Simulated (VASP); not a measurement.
Data:

```
BeS
1.0
    0.00000     2.45798     2.45798
    2.45798     0.00000     2.45798
    2.45798     2.45798     0.00000
Be S
1 1
Direct
  0.00000   0.00000   0.00000
  0.25000   0.25000   0.25000
```

The numbers are results of RPBE GGA, VASP's PBE PAW potentials (set 64) (plane waves; VASP 6.6.1), not measurements. Numerical set-up: 520 eV cut-off, 10×10×10 Γ-centred mesh, tetrahedra with Blöchl corrections, potentials Be S.

### Question
What does the run give for the energy per atom (σ→0), band gap (on the k-mesh) with the smallest direct gap where there is one?

### Answer

band gap (on the k-mesh): 3.31 eV
smallest direct gap (on the k-mesh): 5.70 eV
energy per atom (σ→0): -4.711 eV/atom

Total energies compare only between runs with the same potentials, cut-off and functional.

The compound is BeS in the zinc blende structure. It was relaxed first.
